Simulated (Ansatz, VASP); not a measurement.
# SiPb in two plane-wave programs, part 2 of 2

Aim: how closely do two programs agree when they are given the same cell, functional and k mesh? The cell is generated by rule, not measured, and may not be a known phase. The cell is taken from a series of runs on this material, whose earlier steps may have relaxed, scaled, displaced or heated it; both programs get it as it stands.

VASP 6.6.1 and Ansatz 0.2.0.

So far: Starting point; VASP: zone-centre phonons, PBEsol.

The structure was built from a prototype and need not be the compound's stable phase.

### Step 3. Ansatz: zone-centre phonons, PBEsol

Level of this step: Ansatz beside VASP: Kohn-Sham DFT, plane waves, PBEsol (Ansatz).

Ansatz runs on its default PAW (the set named soft_2) files.

The same cell, functional, mesh and smearing now go to Ansatz, which takes its cutoff from its data sets.

input.yaml

```yaml
crystal:
  lattice:
    - [4.7844966383, 3.1807e-06, 0.0]
    - [-2.3922510737, 4.1434940427, 0.0]
    - [0.0, 0.0, 5.7978855877]
  atoms:
    - { symbol: Pb, position: [0.3333333333, 0.6666666667, 0.25] }
    - { symbol: Pb, position: [0.6666666667, 0.3333333333, 0.75] }
    - { symbol: Si, position: [0.6666666667, 0.3333333333, 0.25] }
    - { symbol: Si, position: [0.3333333333, 0.6666666667, 0.75] }
kpoints:
  mp_grid: { grid: [12, 12, 8] }
hamiltonian:
  xc: pbesol
scf:
  occupations: { method: methfessel_paxton, width: 0.2 }
output:
  eigenvalues: true
phonons:
  method: dfpt
```

Started as:

```
> ansatz run input.yaml --threads 4 --pin off --max-ram 7168MiB --backend cpu --events-out ev --progress --plain --runs-dir out
```

Numbers of over 12 decimals in the logs are rounded to 6 here.

The program printed:

```text
Engine: ansatz 0.2.0, x86_64-unknown-linux-gnu
Pseudopotentials: kind: paw
Pseudopotential: Pb, paw, valence charge 14, recommended cutoff 420 eV (normal), Pb.paw.azcp
Pseudopotential: Si, paw, valence charge 4, recommended cutoff 420 eV (normal), Si.paw.azcp
Functional definition: PBEsol
  exchange = pbesol_x
  correlation = pbesol_c
Crystal: 4 atoms, lattice volume = 114.940 Å³
Basis set: ecut = 420 eV, 2221 PW (Γ), exchange–correlation on 64×64×80 points (8 copies of the dense FFT grid, shifted against one another)
Bands: 22, of which v1, the nominal top of the filled ones, is band 18 counted from 1 (17 counted from 0)
Symmetry: 24 space group operations
k-points: 320 of 1152 (irreducible under 2 space group operations, time reversal used)
Non-local potential: Pb, projectors of the file, l = 0: 2, l = 1: 2, l = 2: 2, l = 3: 2
Non-local potential: Si, projectors of the file, l = 0: 2, l = 1: 2, l = 2: 2
PAW form: soft (Blöchl's): semilocal exchange-correlation on the pseudo side does not see the compensation charge
PAW frozen core: Pb, regenerated for the run's functional, and the local potential with it (the file was generated under x = pbe(κ = 0.804, μ = 0.219515), c = pbe(β = 0.066725))
PAW frozen core: Si, regenerated for the run's functional, and the local potential with it (the file was generated under x = pbe(κ = 0.804, μ = 0.219515), c = pbe(β = 0.066725))
PAW one-centre angular grid: Pb, 590 points (default); XC on 64 Gauss nodes
PAW one-centre angular grid: Si, 110 points (default); XC on 64 Gauss nodes
Initial density: superposition of atomic densities (neutral atoms: chi_scale 0, normalization atom), corrected by the library's trained network
Initial wavefunctions: pseudopotential atomic-orbital guess
Functional: x = pbesol(κ = 0.804, μ = 0.123457), c = pbesol(β = 0.046)
SCF iter   1: F=—  HF=-24750.407062 eV  |F-HF|=—  |Δ(HF+E_count)|=         —  Δρ=2.05e-3  dr2=7.61e-3  ethr=1.77e-3  ⟨swp⟩=6.4  Hψ=36262  notcnv=0
preconditioner: auto → LDOS  [metal: Δε(μ)=0.023 eV  Ē_g=13.521 eV  σ=0.200 eV  W_gap=0.10  n_scr=22 (ndim 8)  ℏωp=20.8 eV  f_vac=0.044  D(μ)=2.32/eV (n_scr^D=20)  β→1.0]
SCF iter   2: F=—  HF=-24750.404437 eV  |F-HF|=—  |Δ(HF+E_count)|=   2.62e-3  S|Δr|=    0.00e0  Δρ=5.28e-4  dr2=3.10e-4  ethr=2.11e-5  ⟨swp⟩=2.6  Hψ=15492  notcnv=0
SCF iter   3: F=—  HF=-24750.404496 eV  |F-HF|=—  |Δ(HF+E_count)|=   5.89e-5  S|Δr|=    0.00e0  Δρ=2.59e-4  dr2=6.83e-5  ethr=8.62e-7  ⟨swp⟩=2.0  Hψ=12852  notcnv=0
SCF iter   4: F=—  HF=-24750.404467 eV  |F-HF|=—  |Δ(HF+E_count)|=   2.91e-5  S|Δr|=    0.00e0  Δρ=4.24e-5  dr2=1.66e-6  ethr=1.90e-7  ⟨swp⟩=2.0  Hψ=12161  notcnv=0
SCF iter   5: F=—  HF=-24750.404467 eV  |F-HF|=—  |Δ(HF+E_count)|=   4.53e-7  S|Δr|=    0.00e0  Δρ=5.07e-6  dr2=2.70e-8  ethr=4.62e-9  ⟨swp⟩=2.0  Hψ=12948  notcnv=0
SCF iter   6: F=—  HF=-24750.404467 eV  |F-HF|=—  |Δ(HF+E_count)|=   2.03e-8  S|Δr|=    0.00e0  Δρ=6.75e-7  dr2=7.53e-10  ethr=7.50e-11  ⟨swp⟩=2.0  Hψ=9752  notcnv=0
SCF iter   7: F=—  HF=-24750.404467 eV  |F-HF|=—  |Δ(HF+E_count)|=  1.16e-10  S|Δr|=    0.00e0  Δρ=1.60e-7  dr2=3.55e-11  ethr=2.09e-12  ⟨swp⟩=2.0  Hψ=9571  notcnv=0
SCF iter   8: F=-24750.404467 eV  HF=-24750.404467 eV  |F-HF|=3.64e-12  |Δ(HF+E_count)|=  1.46e-11  S|Δr|=    0.00e0  Δρ=1.22e-8  dr2=8.08e-14  ethr=1.00e-12  ⟨swp⟩=7.1  Hψ=40313  notcnv=0
SCF 1 converged in 8 iterations: F = -24750.404467 eV  dr2 = 8.08e-14
  greatest PAW one-centre occupation: 0.978 electrons in one spin orbital (limit 2), on the Pb atom at site 1 (counted from 0), in its partial waves of l = 2
DFPT response loops at Γ: preconditioner auto → Kerker (q_TF=auto, 2.248 Å⁻¹) (partly filled bands, converged f_vac=0.043); β = 1.00, the filter's whole step (`scf.mixing.beta` (0.50) is not read by the response loops under this deck's `scf.mixing.preconditioner`; to damp them name `kerker` or `kerker_dos`, under which they read `scf.mixing.beta`, and type it under 1.00, their step now; both keys bind the ground state too); Broyden in place of MSR1
SCF converged after 8 iterations
Stability not checked: this state was not tested for a lower state beside it, because cold or Methfessel-Paxton smearing, or corrected tetrahedra, fill the levels in a way that the test cannot read (fill_not_monotonic; see scf.lower_state_search)
Free energy (F): -24750.404467 eV
Harris-Foulkes:  -24750.404467 eV  (|F-HF|=3.64e-12)
Internal energy: -24750.404302 eV  (E = F + TS)
E sigma→0 (E₀):  -24750.404425 eV
Entropy (-TS):   -0.000165 eV (-0.041 meV/atom)
Fermi energy:    7.111201 eV
--- Per-component energies (eV) ---
  E_band       = -151.113911
  E_kinetic    = 657.839728
  E_local      = -2714.109716  (includes V_loc(G=0)·N_el)
  E_nonlocal   = 756.471818
  E_hartree    = 1094.088075
  E_xc         = -544.280887
  E_vxc        = -355.388992  (∫ρ·V_xc dr)
  E_paw        = -21513.718175  (= ΣΔE_a)
  E_vpaw       = -684.103005  (= ΣTr[D̂ρ^β])
  E_aug_tail   = 0.000106  (compensation charges beyond the density's cutoff)
  E_ewald      = -2486.882605
  E_core_change = 0.187355  (= ΣΔE_core)
  E_smearing   = -0.000165  (= −TS)
  E_closure    = -0.000000  (closes the sum)
  Σ components = -24750.404467   (vs F -24750.404467, Δ=0.00e0)
--- Band table (eV; the first three rows and the last of 320) ---
  k-point 0: bands = [... 14 lower, 5.0059, 5.0059, 6.0490, 7.3337, 7.4747, 7.4747, 8.7931, 8.7931]
  k-point 1: bands = [... 14 lower, 5.0728, 5.0728, 5.4493, 7.3335, 7.3335, 8.0703, 8.8382, 8.8382]
  k-point 2: bands = [... 14 lower, 4.6063, 5.2702, 5.2702, 6.9627, 6.9627, 9.0009, 9.0009, 9.2344]
  k-point 319: bands = [... 14 lower, 4.2759, 4.2759, 8.1666, 8.1666, 8.6706, 8.6706, 10.1446, 10.1446]
--- Phonons (Γ-DFPT): 4 representative perturbations + reference, on 320 of 1152 k-points (Σ response iterations 12) ---
  k mesh reduced under 2 symmetry operations, with k and −k counted as one. Each operation leaves every solved perturbation unchanged. A smaller set is not used because it would not reduce the number of displacements times k-points to solve
  ASR residual: 1.797e-5 → 0.000e0 eV/Å²; symmetrization residual: 6.181e-5 eV/Å²
  ASR residual per site (eV/Å²): 1.80e-5 1.80e-5 5.85e-6 5.85e-6
  Γ frequencies (cm⁻¹): 0.00 0.00 0.00 27.59 32.79 32.79 166.69 176.86 239.02 239.02 250.66 250.66
  non-analytic LO–TO correction: not included (Born effective charges unavailable; polar crystals: no LO–TO splitting at Γ)
```

### Step 4. Side by side

Known differences besides the potentials themselves: the cutoff is 420 eV in Ansatz and 500 eV in VASP; Ansatz makes its cores anew for this functional, VASP keeps those of its PBE data sets. Total energies have different zeros and are not compared.

The two programs side by side:

```
                  quantity  Ansatz   VASP  difference
     optical mode 1 (cm⁻¹)    27.6   27.2        +0.4
optical mode 2 to 3 (cm⁻¹)    32.8   32.8         0.0
     optical mode 4 (cm⁻¹)   166.7  168.0     -0.79 %
     optical mode 5 (cm⁻¹)   176.9  176.7     +0.10 %
optical mode 6 to 7 (cm⁻¹)   239.0  238.8     +0.10 %
optical mode 8 to 9 (cm⁻¹)   250.7  250.2     +0.16 %
```

Modes are paired by rising frequency, not by their patterns, so a pair may set unlike modes beside each other; they are those without the splitting of longitudinal modes.

### Step 5. Summary of results

| Property | Result |
| --- | --- |
| r.m.s. difference of the optical zone-centre modes, each program's sorted by frequency (zone-centre phonons, PBEsol) | 0.52 cm⁻¹ |
| difference in optical mode 4 (zone-centre phonons, PBEsol) | -0.8 % |

**Reading.** The r.m.s. difference of the optical zone-centre modes, each program's sorted by frequency is 0.52 cm⁻¹ (zone-centre phonons, PBEsol). Among the rows given in per cent, the largest difference of the zone-centre phonons, PBEsol pair is in optical mode 4, -0.8 %. How closely two codes agree says nothing of how well the functional describes the real material.

[Lines on the potential files, build, host, timing and source positions are cut from VASP's logs without a mark.]

[Logs are printed without paths, hosts, clocks, repeated set-up lines and the standing remarks that a program may print on its own settings, such as how far it seeks lower states.]

[Hosts, paths, dates, database ids (printed as entryN), source tags and the programs' standing remarks are cut or masked in the printed files.]
